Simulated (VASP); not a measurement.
Calculation: r2SCAN meta-GGA, VASP's PBE PAW potentials (set 64) (plane waves; VASP 6.6.1).

VASP ran on this input.

**INCAR**
```
LCHARG  =  .False.
SIGMA  =  0.1
EDIFFG  =  -0.02   ! ionic stop
ALGO  =  Normal
LWAVE  =  .False.
LMAXMIX  =  4   ! l cut-off of mixed one-centre charges
ISMEAR  =  1   ! Methfessel-Paxton
LASPH  =  .True.   ! aspherical one-centre terms
IBRION  =  2
ENCUT  =  400
SYSTEM  =  Ti
LMIXTAU  =  .True.
NSW  =  60   ! most ionic steps
EDIFF  =  1E-6
ISIF  =  3
PREC  =  Accurate
NELM  =  100
LREAL  =  .False.
METAGGA  =  R2SCAN
```

File KPOINTS:
```
Automatic mesh
0
Gamma
7 7 10
0 0 0
```

File POSCAR:
```
Ti
1
    4.5120350645     0.0000000000     0.0000000000
   -2.2560175322     3.9075365564     0.0000000000
    0.0000000000    -0.0000000000     2.7890888904
Ti
3
Direct
  0.0000000000   0.0000000000   0.0000000000
  0.3333330000   0.6666670000   0.5000000000
  0.6666670000   0.3333330000   0.5000000000
```

POTCAR, in this order: Ti_sv (PBE.64 set). Program: vasp_std.

What VASP printed:

**OUTCAR**
```
 ion  position               nearest neighbor table
   1  0.000  0.000  0.000-
   2  0.333  0.667  0.500-   3 2.61   3 2.61   3 2.61
   3  0.667  0.333  0.500-   2 2.61   2 2.61   2 2.61
  LATTYP: Found a hexagonal cell.
 ALAT       =     4.5120350645
 C/A-ratio  =     0.6181443297
 Subroutine PRICEL returns:
 Original cell was already a primitive cell.
 Subroutine GETGRP returns: Found 24 space group operations
The static configuration has the point symmetry D_6h.
The dynamic configuration has the point symmetry D_6h.
 Subroutine INISYM returns: Found 24 space group operations
 Subroutine IBZKPT returns following result:
 Found     48 irreducible k-points:

 Following reciprocal coordinates:
            Coordinates               Weight
  0.000000  0.000000  0.000000      1.000000
  0.142857  0.000000  0.000000      6.000000
  0.285714  0.000000  0.000000      6.000000
  0.428571  0.000000  0.000000      6.000000
  0.142857  0.142857  0.000000      6.000000
  0.285714  0.142857  0.000000     12.000000
  0.428571  0.142857  0.000000      6.000000
...
```

**OSZICAR**
```
       N       E                     dE             d eps       ncg     rms          rms(c)
DAV:   1     0.378262599973E+03    0.37826E+03   -0.16923E+04  2112   0.178E+03
DAV:   2     0.542055557796E+00   -0.37772E+03   -0.37399E+03  2124   0.534E+02
DAV:   3    -0.470006082784E+02   -0.47543E+02   -0.46552E+02  4078   0.161E+02
DAV:   4    -0.515042429391E+02   -0.45036E+01   -0.44748E+01  3034   0.406E+01
DAV:   5    -0.517240642698E+02   -0.21982E+00   -0.21974E+00  3334   0.868E+00    0.189E+01
DAV:   6    -0.402796174921E+02    0.11444E+02   -0.29403E+01  2680   0.667E+01    0.255E+00
DAV:   7    -0.375126026707E+02    0.27670E+01   -0.43152E+00  3234   0.162E+01    0.255E+00
DAV:   8    -0.386988993147E+02   -0.11863E+01   -0.12299E+00  3118   0.761E+00    0.245E+00
DAV:   9    -0.388041620259E+02   -0.10526E+00   -0.16785E-01  2942   0.413E+00    0.191E+00
DAV:  10    -0.387754025625E+02    0.28759E-01   -0.57761E-01  2372   0.761E+00    0.151E+00
DAV:  11    -0.388358810677E+02   -0.60479E-01   -0.18186E-01  2488   0.470E+00    0.333E-01
DAV:  12    -0.388319517329E+02    0.39293E-02   -0.13755E-02  2780   0.104E+00    0.146E-01
DAV:  13    -0.388357477520E+02   -0.37960E-02   -0.63119E-03  2286   0.771E-01    0.822E-02
DAV:  14    -0.388368625376E+02   -0.11148E-02   -0.91742E-04  2946   0.256E-01    0.562E-02
DAV:  15    -0.388363761356E+02    0.48640E-03   -0.17662E-04  2692   0.150E-01    0.336E-02
DAV:  16    -0.388370996948E+02   -0.72356E-03   -0.44116E-04  2298   0.222E-01    0.247E-02
DAV:  17    -0.388371875513E+02   -0.87857E-04   -0.15363E-04  3540   0.113E-01    0.132E-02
DAV:  18    -0.388371857277E+02    0.18236E-05   -0.21825E-05  2832   0.419E-02    0.133E-02
DAV:  19    -0.388371847246E+02    0.10031E-05   -0.24686E-06  1810   0.162E-02    0.766E-03
DAV:  20    -0.388371839413E+02    0.78332E-06   -0.56999E-06  2058   0.252E-02
   1 F= -.38837184E+02 E0= -.38837797E+02  d E =-.388372E+02
       N       E                     dE             d eps       ncg     rms          rms(c)
DAV:   1    -0.410537371322E+02   -0.22166E+01   -0.58059E+01  2720   0.104E+02    0.118E+01
DAV:   2    -0.389760256140E+02    0.20777E+01   -0.13471E+01  2972   0.386E+01    0.451E+00
DAV:   3    -0.391888343001E+02   -0.21281E+00   -0.61753E+00  2922   0.175E+01    0.481E+00
DAV:   4    -0.387869785351E+02    0.40186E+00   -0.28735E+00  3318   0.101E+01    0.950E-01
DAV:   5    -0.388099078222E+02   -0.22929E-01   -0.10695E-01  2900   0.265E+00    0.481E-01
DAV:   6    -0.388231532011E+02   -0.13245E-01   -0.11922E-01  3592   0.263E+00    0.351E-01
DAV:   7    -0.388301308867E+02   -0.69777E-02   -0.31568E-02  2410   0.180E+00    0.362E-01
DAV:   8    -0.388393144048E+02   -0.91835E-02   -0.19427E-02  3136   0.103E+00    0.131E-01
DAV:   9    -0.388410528326E+02   -0.17384E-02   -0.35157E-03  2474   0.564E-01    0.882E-02
DAV:  10    -0.388410000049E+02    0.52828E-04   -0.42809E-04  2562   0.198E-01    0.402E-02
DAV:  11    -0.388411699275E+02   -0.16992E-03   -0.12171E-04  2492   0.110E-01    0.352E-02
DAV:  12    -0.388411281430E+02    0.41784E-04   -0.35306E-05  2554   0.639E-02    0.147E-02
DAV:  13    -0.388411359186E+02   -0.77756E-05   -0.10148E-05  2988   0.375E-02    0.166E-03
DAV:  14    -0.388411316064E+02    0.43122E-05   -0.48545E-07  1302   0.101E-02    0.141E-03
DAV:  15    -0.388411320303E+02   -0.42390E-06   -0.32442E-07  1200   0.689E-03
   2 F= -.38841132E+02 E0= -.38841475E+02  d E =-.394809E-02
       N       E                     dE             d eps       ncg     rms          rms(c)
DAV:   1    -0.393821107591E+02   -0.54098E+00   -0.13564E+01  2652   0.473E+01    0.591E+00
DAV:   2    -0.388894311017E+02    0.49268E+00   -0.27378E+00  2798   0.183E+01    0.214E+00
DAV:   3    -0.389290850652E+02   -0.39654E-01   -0.12642E+00  3484   0.128E+01    0.260E+00
DAV:   4    -0.388511178034E+02    0.77967E-01   -0.83707E-01  2956   0.619E+00    0.598E-01
DAV:   5    -0.388555408459E+02   -0.44230E-02   -0.36848E-02  3032   0.209E+00    0.251E-01
DAV:   6    -0.388590488726E+02   -0.35080E-02   -0.34606E-02  3438   0.133E+00    0.210E-01
DAV:   7    -0.388588323201E+02    0.21655E-03   -0.93431E-03  2184   0.110E+00    0.193E-01
DAV:   8    -0.388614043926E+02   -0.25721E-02   -0.51466E-03  2248   0.823E-01    0.528E-02
DAV:   9    -0.388623023249E+02   -0.89793E-03   -0.26035E-03  2778   0.300E-01    0.640E-02
DAV:  10    -0.388623578886E+02   -0.55564E-04   -0.15315E-04  3048   0.829E-02    0.507E-02
DAV:  11    -0.388623413194E+02    0.16569E-04   -0.51458E-05  2290   0.906E-02    0.157E-02
DAV:  12    -0.388623504514E+02   -0.91320E-05   -0.13808E-05  2328   0.438E-02    0.360E-03
DAV:  13    -0.388623501092E+02    0.34224E-06   -0.26870E-06  1720   0.265E-02
   3 F= -.38862350E+02 E0= -.38862820E+02  d E =-.251662E-01
```

### OUTCAR
```
------------------------ aborting loop because EDIFF is reached ----------------------------------------
  FORCE on cell =-STRESS in cart. coord.  units (eV):
  Direction    XX          YY          ZZ          XY          YZ          ZX
  --------------------------------------------------------------------------------------
  Total        0.0521252      0.0521252     -0.0230083      0.0000000      0.0000000     -0.0000000
  in kB        1.6385777      1.6385773     -0.7232753      0.0000000      0.0000000     -0.0000000
  external PRESSURE =       0.8512933 kB  Pullay stress =       0.0000000 kB
  volume of cell :       50.97
      direct lattice vectors                 reciprocal lattice vectors
     4.564663176  0.000000000 -0.000000000     0.219074215  0.126482571  0.000000000
    -2.282331588  3.953113823  0.000000000    -0.000000000  0.252965142 -0.000000000
    -0.000000000  0.000000000  2.824510662     0.000000000 -0.000000000  0.354043627
 POSITION                                       TOTAL-FORCE (eV/Angst)
 -----------------------------------------------------------------------------------
     -0.00000      0.00000      2.82451        -0.000000      0.000000      0.000000
     -0.00000      2.63541      1.41226        -0.000000      0.000000      0.000000
      2.28233      1.31770      1.41226         0.000000     -0.000000      0.000000
 -----------------------------------------------------------------------------------
    total drift:                                0.000000      0.000000      0.000000
  FREE ENERGIE OF THE ION-ELECTRON SYSTEM (eV)
  ---------------------------------------------------
  free  energy   TOTEN  =       -38.8623501092 eV

  energy  without entropy=      -38.8637589338  energy(sigma->0) =      -38.86281972

 reached required accuracy - stopping structural energy minimisation
```
(Selected blocks of OUTCAR.)

**CONTCAR**
```
Ti
   1.00000000000000
     4.5646631761961904    0.0000000000006734   -0.0000000000000000
    -2.2823315880469290    3.9531138229574947    0.0000000000000000
    -0.0000000000000000    0.0000000000000000    2.8245106617696036
  Ti
     3
Direct
     0.0000000000000000    0.0000000000000000    1.0000000000000000
     0.3333330000000032    0.6666669999999968    0.5000000000000000
     0.6666669999999968    0.3333330000000032    0.5000000000000000
```

Energy and stress use the plane-wave basis of the starting cell.

The structure comes from a computed database's Ti entry (P6/mmm); how it stands against other phases isn't given here. This run relaxes it. Symmetry was kept, so distortions that lower it aren't found. The start is the result of an earlier pass.
